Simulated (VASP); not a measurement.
Output of a VASP run:

OSZICAR:
```
...
       N       E                     dE             d eps       ncg     rms          rms(c)
DAV:   1    -0.561860382811E+02    0.82887E-03   -0.17329E+00  3028   0.100E+01    0.232E-01
DAV:   2    -0.561914405174E+02   -0.54022E-02   -0.55393E-02  3156   0.161E+00    0.167E-01
DAV:   3    -0.561917089953E+02   -0.26848E-03   -0.13404E-02  4106   0.719E-01    0.164E-01
DAV:   4    -0.561908961286E+02    0.81287E-03   -0.53681E-03  4166   0.419E-01    0.616E-02
DAV:   5    -0.561909429198E+02   -0.46791E-04   -0.56269E-04  4042   0.165E-01    0.476E-02
DAV:   6    -0.561909121402E+02    0.30780E-04   -0.27075E-04  3686   0.118E-01    0.141E-02
DAV:   7    -0.561909107963E+02    0.13439E-05   -0.17329E-05  2586   0.335E-02
   5 F= -.56190911E+02 E0= -.56191115E+02  d E =-.404938E-02
       N       E                     dE             d eps       ncg     rms          rms(c)
DAV:   1    -0.561533246271E+02    0.37588E-01   -0.15563E+01  3024   0.301E+01    0.717E-01
DAV:   2    -0.562033519241E+02   -0.50027E-01   -0.51246E-01  3168   0.490E+00    0.507E-01
DAV:   3    -0.562062065558E+02   -0.28546E-02   -0.12419E-01  4114   0.231E+00    0.497E-01
DAV:   4    -0.561984424681E+02    0.77641E-02   -0.49952E-02  4146   0.126E+00    0.182E-01
DAV:   5    -0.561987133113E+02   -0.27084E-03   -0.42815E-03  4034   0.467E-01    0.127E-01
DAV:   6    -0.561985099899E+02    0.20332E-03   -0.20847E-03  3914   0.332E-01    0.445E-02
DAV:   7    -0.561984952784E+02    0.14711E-04   -0.19604E-04  3764   0.107E-01    0.136E-02
DAV:   8    -0.561984946963E+02    0.58217E-06   -0.19241E-05  2486   0.321E-02
   6 F= -.56198495E+02 E0= -.56198737E+02  d E =-.116333E-01
       N       E                     dE             d eps       ncg     rms          rms(c)
DAV:   1    -0.559922260799E+02    0.20627E+00   -0.62028E+01  3024   0.602E+01    0.153E+00
DAV:   2    -0.562108498220E+02   -0.21862E+00   -0.22422E+00  3176   0.102E+01    0.103E+00
DAV:   3    -0.562271909662E+02   -0.16341E-01   -0.53660E-01  4132   0.506E+00    0.104E+00
DAV:   4    -0.561916726554E+02    0.35518E-01   -0.22574E-01  4092   0.259E+00    0.364E-01
DAV:   5    -0.561920661986E+02   -0.39354E-03   -0.13395E-02  3874   0.857E-01    0.199E-01
DAV:   6    -0.561917587009E+02    0.30750E-03   -0.54977E-03  3988   0.555E-01    0.925E-02
DAV:   7    -0.561916626301E+02    0.96071E-04   -0.10115E-03  4038   0.243E-01    0.318E-02
DAV:   8    -0.561916519555E+02    0.10675E-04   -0.10147E-04  3442   0.704E-02    0.159E-02
DAV:   9    -0.561916563499E+02   -0.43944E-05   -0.96120E-06  2166   0.247E-02
   7 F= -.56191656E+02 E0= -.56192073E+02  d E =-.479494E-02
       N       E                     dE             d eps       ncg     rms          rms(c)
DAV:   1    -0.561029709266E+02    0.88681E-01   -0.32042E+01  3024   0.432E+01    0.102E+00
DAV:   2    -0.562068975147E+02   -0.10393E+00   -0.10748E+00  3060   0.720E+00    0.691E-01
DAV:   3    -0.562149473850E+02   -0.80499E-02   -0.21627E-01  4078   0.274E+00    0.731E-01
DAV:   4    -0.561999869853E+02    0.14960E-01   -0.10931E-01  4182   0.210E+00    0.308E-01
DAV:   5    -0.562006138252E+02   -0.62684E-03   -0.15457E-02  4102   0.835E-01    0.262E-01
DAV:   6    -0.561996760209E+02    0.93780E-03   -0.64986E-03  3918   0.562E-01    0.617E-02
DAV:   7    -0.561996603901E+02    0.15631E-04   -0.33383E-04  3756   0.136E-01    0.221E-02
DAV:   8    -0.561996590700E+02    0.13202E-05   -0.44239E-05  3150   0.411E-02
   8 F= -.56199659E+02 E0= -.56199932E+02  d E =-.127977E-01
```

OUTCAR:
```
------------------------ aborting loop because EDIFF is reached ----------------------------------------
  FORCE on cell =-STRESS in cart. coord.  units (eV):
  Direction    XX          YY          ZZ          XY          YZ          ZX
  --------------------------------------------------------------------------------------
  Total       -2.9049617     -3.0039639     -0.4583305     -0.1400105      0.0000000      0.0000000
  in kB      -25.7878008    -26.6666587     -4.0686714     -1.2428948      0.0000000      0.0000000
  external PRESSURE =     -18.8410437 kB  Pullay stress =       0.0000000 kB
  volume of cell :      180.48
      direct lattice vectors                 reciprocal lattice vectors
     2.713521000  0.000000000  0.000000000     0.368524880  0.130293279  0.000000000
    -0.904507331  2.558331925  0.000000000     0.000000000  0.390879694  0.000000000
     0.000000000  0.000000000 25.998399492     0.000000000  0.000000000  0.038463906
 POSITION                                       TOTAL-FORCE (eV/Angst)
 -----------------------------------------------------------------------------------
      0.90451      1.27917      8.67035        -0.000000      0.000000     -0.009165
      0.00000      0.00000     10.77160        -0.000000      0.000000      0.004341
      0.90451      1.27917     12.99920        -0.000000      0.000000      0.000000
      0.00000      0.00000     15.22680        -0.000000      0.000000     -0.004341
      0.90451      1.27917     17.32804         0.000000     -0.000000      0.009165
 -----------------------------------------------------------------------------------
    total drift:                                0.000000     -0.000000      0.000000
  FREE ENERGIE OF THE ION-ELECTRON SYSTEM (eV)
  ---------------------------------------------------
  free  energy   TOTEN  =       -56.1996590700 eV

  energy  without entropy=      -56.2004790269  energy(sigma->0) =      -56.19993239

 reached required accuracy - stopping structural energy minimisation
```
(Selected blocks of OUTCAR.)

**POSCAR**
```
Mo(110) slab
1
    2.7135209996    -0.0000000000     0.0000000000
   -0.9045073314     2.5583319248     0.0000000000
    0.0000000000     0.0000000000    25.9983994923
Mo
5
Direct
  0.5000000000   0.5000000000   0.3295600000
  0.0000000000   0.0000000000   0.4147800000
  0.5000000000   0.5000000000   0.5000000000
  0.0000000000   0.0000000000   0.5852200000
  0.5000000000   0.5000000000   0.6704400000
```

**Question.** Write an INCAR and KPOINTS that could have produced this output.

**Answer.** One answer among several that fit: the input of the run itself, PBEsol GGA, plane waves, VASP's PBE PAW potentials (set 64).

### INCAR
```
# general
SYSTEM  = Mo(110) slab
PREC    = Normal
ENCUT   = 400   # plane-wave cut-off (eV)
LREAL   = .FALSE.
LASPH   = .TRUE.

# electronic loop
EDIFF   = 1E-5
NELM    = 100
NELMIN  = 4
ALGO    = Normal   # blocked Davidson
LMAXMIX = 4

# smearing
ISMEAR  = 1   # Methfessel-Paxton
SIGMA   = 0.1

# functional
GGA     = PS   # PBEsol

# ions
IBRION  = 2   # conjugate gradients
NSW     = 50
ISIF    = 2   # forces and stress, cell fixed
EDIFFG  = -0.03   # ionic stop

# output
LWAVE   = .TRUE.
LCHARG  = .FALSE.

# other
LDIPOL  = .TRUE.
IDIPOL  = 3
DIPOL   = 0.5 0.5 0.5
```

File KPOINTS:
```
K-points
0
gamma
11 11 1
```

POTCAR, in this order: Mo_sv (PBE.64 set). Program: vasp_std.

The cell is a thin slab with vacuum, built from Mo (bcc): (110) face.
